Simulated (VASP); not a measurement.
OSZICAR of a VASP run on HfO₂ (space group P4_2/mnm):

File OSZICAR:
```
       N       E                     dE             d eps       ncg     rms          rms(c)
DAV:   1     0.298835926841E+03    0.29884E+03   -0.25189E+04  2512   0.168E+03
DAV:   2    -0.547158982632E+02   -0.35355E+03   -0.34608E+03  3168   0.427E+02
DAV:   3    -0.741549189390E+02   -0.19439E+02   -0.19378E+02  2796   0.937E+01
DAV:   4    -0.744938630323E+02   -0.33894E+00   -0.33820E+00  3056   0.130E+01
DAV:   5    -0.745000563086E+02   -0.61933E-02   -0.61878E-02  2968   0.163E+00    0.935E+01
DAV:   6    -0.648265619600E+02    0.96735E+01   -0.55525E+01  2712   0.441E+01    0.769E+01
DAV:   7    -0.646412560414E+02    0.18531E+00   -0.28590E+00  3008   0.120E+01    0.433E+01
DAV:   8    -0.646279113088E+02    0.13345E-01   -0.25686E-01  2796   0.416E+00    0.147E+01
DAV:   9    -0.646057708431E+02    0.22140E-01   -0.99781E-02  3012   0.198E+00    0.144E+00
DAV:  10    -0.646013968866E+02    0.43740E-02   -0.84762E-03  2716   0.722E-01    0.808E-01
DAV:  11    -0.646014728144E+02   -0.75928E-04   -0.13644E-03  3164   0.237E-01    0.602E-02
DAV:  12    -0.646015031533E+02   -0.30339E-04   -0.38168E-05  2940   0.472E-02    0.369E-02
DAV:  13    -0.646015220319E+02   -0.18879E-04   -0.20529E-05  2908   0.298E-02    0.246E-02
DAV:  14    -0.646015222669E+02   -0.23501E-06   -0.14175E-06  2368   0.734E-03
   1 F= -.64601522E+02 E0= -.64601522E+02  d E =-.722732E-11  mag=     0.0000    -0.0000    -0.0000
       N       E                     dE             ncg
       N       E                     dE             ncg
```

**Question.** Which electronic solver shows in the log?

**Answer.** It is blocked Davidson (ALGO = Normal, or the opening steps of other solvers). The INCAR had ALGO = Normal.

**Question.** How was spin treated?

**Answer.** With non-collinear spinors: mag has three components.

**Question.** Can the final energy be trusted as converged?

**Answer.** Self-consistency was reached. It stopped with EDIFF = 1E-6, NELM = 100 (PBEsol GGA with spin-orbit coupling, plane waves, VASP's PBE PAW potentials (set 64)).

The structure comes from a computed database's HfO2 entry (P4_2/mnm); how it stands against other phases isn't given here. It was relaxed first.
